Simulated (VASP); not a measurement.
Computed with r2SCAN meta-GGA, VASP's PBE PAW potentials (set 64) (plane waves; VASP).

A VASP calculation is set up with these files.

**KPOINTS_OPT**
```
k-points along high-symmetry lines
6
Line-mode
Reciprocal
  0.000000   0.000000   0.000000 ! GAMMA
  0.000000   0.000000   0.500000 ! X

  0.000000   0.000000   0.500000 ! X
  0.250000   0.250000   0.250000 ! P

  0.250000   0.250000   0.250000 ! P
  0.000000   0.500000   0.000000 ! N

  0.000000   0.500000   0.000000 ! N
  0.000000   0.000000   0.000000 ! GAMMA

  0.000000   0.000000   0.000000 ! GAMMA
  0.500000   0.500000  -0.500000 ! M

  0.500000   0.500000  -0.500000 ! M
  0.376780   0.623220  -0.376780 ! S

 -0.376780   0.376780   0.376780 ! S_0
  0.000000   0.000000   0.000000 ! GAMMA

  0.000000   0.000000   0.500000 ! X
 -0.253561   0.253561   0.500000 ! R

  0.500000   0.500000  -0.253561 ! G
  0.500000   0.500000  -0.500000 ! M
```

KPOINTS:
```
Automatic mesh
0
Gamma
12 12 12
0 0 0
```

POSCAR:
```
Al2Cu
4.0529330
 -0.4999873858   0.4999873858   0.7071247141
  0.4999873858  -0.4999873858   0.7071247141
  0.4999873858   0.4999873858  -0.7071247141
Al Cu
2 1
direct
  0.7500000000   0.2500000000   0.5000000000
  0.2500000000   0.7500000000   0.5000000000
  0.5000000000   0.5000000000   0.0000000000
```

INCAR:
```
# general
SYSTEM   =  Al2Cu
PREC     =  Accurate
ENCUT    =  400
LREAL    =  .False.
LASPH    =  .True.

# electronic loop
EDIFF    =  1E-7
NELM     =  100
ALGO     =  Normal
LMAXMIX  =  4
LMIXTAU  =  .True.

# smearing
ISMEAR   =  -5

# functional
METAGGA  =  R2SCAN

# ions
ISIF     =  2

# output
LWAVE    =  .False.
LCHARG   =  .False.
LORBIT   =  11
NEDOS    =  601
```

POTCAR, in this order: Al Cu (PBE.64 set). Program: vasp_std.

Output of the run:

### OSZICAR
```
       N       E                     dE             d eps       ncg     rms          rms(c)
DAV:   1     0.522226211811E+02    0.52223E+02   -0.62700E+03  3912   0.127E+03
DAV:   2    -0.261577277969E+02   -0.78380E+02   -0.72669E+02  3948   0.238E+02
DAV:   3    -0.289604174836E+02   -0.28027E+01   -0.27143E+01  5192   0.614E+01
DAV:   4    -0.290151238063E+02   -0.54706E-01   -0.54636E-01  4916   0.681E+00
DAV:   5    -0.290174764413E+02   -0.23526E-02   -0.23527E-02  5788   0.156E+00    0.143E+01
DAV:   6    -0.284552519365E+02    0.56222E+00   -0.52080E+01  4280   0.271E+02    0.115E+01
DAV:   7    -0.250200925424E+02    0.34352E+01   -0.11110E+01  4732   0.104E+02    0.219E+00
DAV:   8    -0.249680267736E+02    0.52066E-01   -0.15558E+00  5548   0.401E+01    0.229E+00
DAV:   9    -0.248916009097E+02    0.76426E-01   -0.18882E-01  5888   0.133E+01    0.932E-01
DAV:  10    -0.249186907961E+02   -0.27090E-01   -0.18848E-02  4064   0.192E+00    0.606E-01
DAV:  11    -0.249168675283E+02    0.18233E-02   -0.17839E-03  6288   0.959E-01    0.437E-01
DAV:  12    -0.249153939196E+02    0.14736E-02   -0.66083E-03  4804   0.303E+00    0.651E-02
DAV:  13    -0.249152911423E+02    0.10278E-03   -0.65268E-04  6036   0.387E-01    0.256E-02
DAV:  14    -0.249152374213E+02    0.53721E-04   -0.64263E-05  5032   0.212E-01    0.662E-03
DAV:  15    -0.249152363827E+02    0.10386E-05   -0.82413E-06  5776   0.851E-02    0.975E-03
DAV:  16    -0.249152338006E+02    0.25821E-05   -0.28126E-06  4712   0.585E-02    0.416E-03
DAV:  17    -0.249152337848E+02    0.15773E-07   -0.33795E-07  4076   0.854E-03
   1 F= -.24915234E+02 E0= -.24915234E+02  d E =0.000000E+00
       N       E                     dE             ncg
```

File OUTCAR:
```
------------------------ aborting loop because EDIFF is reached ----------------------------------------
  FORCE on cell =-STRESS in cart. coord.  units (eV):
  Direction    XX          YY          ZZ          XY          YZ          ZX
  --------------------------------------------------------------------------------------
  Total       -0.0554497     -0.0554497     -0.0591033      0.0000000      0.0000000      0.0000000
  in kB       -1.8872414     -1.8872414     -2.0115906      0.0000000      0.0000000      0.0000000
  external PRESSURE =      -1.9286911 kB  Pullay stress =       0.0000000 kB
  volume of cell :       47.07
      direct lattice vectors                 reciprocal lattice vectors
    -2.026415375  2.026415375  2.865929089     0.000000000  0.246741120  0.174463493
     2.026415375 -2.026415375  2.865929089     0.246741120  0.000000000  0.174463493
     2.026415375  2.026415375 -2.865929089     0.246741120  0.246741120  0.000000000
 POSITION                                       TOTAL-FORCE (eV/Angst)
 -----------------------------------------------------------------------------------
      0.00000      2.02642      1.43296         0.000000      0.000000     -0.000000
      2.02642      0.00000      1.43296        -0.000000     -0.000000      0.000000
      0.00000      0.00000      2.86593         0.000000      0.000000     -0.000000
 -----------------------------------------------------------------------------------
    total drift:                                0.000000     -0.000000      0.000000
  FREE ENERGIE OF THE ION-ELECTRON SYSTEM (eV)
  ---------------------------------------------------
  free  energy   TOTEN  =       -24.9152337848 eV

  energy  without entropy=      -24.9152337848  energy(sigma->0) =      -24.91523378

 total charge

# of ion       s       p       d       tot
------------------------------------------
    1        0.405   0.392   0.000   0.796
    2        0.405   0.392   0.000   0.796
    3        0.559   0.624   9.086  10.269
--------------------------------------------------
tot          1.368   1.408   9.086  11.862
```
(Selected blocks of OUTCAR.)

For a metal the tetrahedron method with Blöchl corrections gives inexact stress and forces.

The structure comes from a computed database's Al2Cu entry (I4/mmm); how it stands against other phases isn't given here. It was relaxed first. The relaxed cell has space group Fm-3m. The electron count is odd and the run is not spin-polarised, which forces a metal.
